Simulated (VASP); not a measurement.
Calculation: PBE GGA with D3 dispersion (zero damping), VASP's PBE PAW potentials (set 64) (plane waves; VASP 6.6.1).

VASP ran on this input.

File KPOINTS:
```
Automatic mesh
0
Gamma
10 10 10
0 0 0
```

INCAR:
```
ALGO = Normal
EDIFF = 1E-6
EDIFFG = -0.01
ENCUT = 520
GGA = PE
IBRION = 2
ISIF = 3
ISMEAR = 0
IVDW = 11
LASPH = .TRUE.
LCHARG = .FALSE.
LREAL = .FALSE.
LWAVE = .FALSE.
NELM = 100
NSW = 60
PREC = Accurate
SIGMA = 0.05
SYSTEM = MgO
```

### POSCAR
```
MgO
1
    0.0000000000     2.1050000000     2.1050000000
    2.1050000000     0.0000000000     2.1050000000
    2.1050000000     2.1050000000     0.0000000000
Mg O
1 1
Direct
  0.0000000000   0.0000000000   0.0000000000
  0.5000000000   0.5000000000   0.5000000000
```

POTCAR, in this order: Mg O (PBE.64 set). Program: vasp_std.

Problem. What will the output report for the number of irreducible k-points (NKPTS), largest plane-wave count, number of space-group operations, FFT grid (NGX, NGY, NGZ)?

Solution. 
```yaml
number of irreducible k-points (NKPTS): 47
largest_plane_wave_count: 531
number_of_space_group_operations: 48
FFT grid (NGX, NGY, NGZ): 24 × 24 × 24
```

The compound is MgO in the rock salt structure. This run relaxes it. Symmetry was kept, so distortions that lower it aren't found.
